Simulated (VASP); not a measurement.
```xyz
2
Lattice="1.5907 -2.7552 0.0000 1.5907 2.7552 0.0000 0.0000 0.0000 5.1294" Properties=species:S:1:pos:R:3 pbc="T T T"
Zr     1.5907     0.9184     1.2823
Zr     1.5907    -0.9184     3.8470
```

Calculation: PBEsol GGA, VASP's PBE PAW potentials (set 64) (plane waves; VASP). Settings: 500 eV cut-off, 13×13×7 Γ-centred mesh, first-order Methfessel-Paxton smearing of 0.10 eV, potentials Zr_sv.

**Question.** Predict the energy per atom (σ→0), band gap (on the k-mesh) with the smallest direct gap where there is one.

**Answer.** 
```yaml
band gap (on the k-mesh): none (metal, semimetal or under 0.01 eV)
energy per atom (σ→0): -9080 meV/atom
```

Only differences to runs with the same potentials and settings are physical.

The compound is Zr in the hcp structure. It was relaxed first.
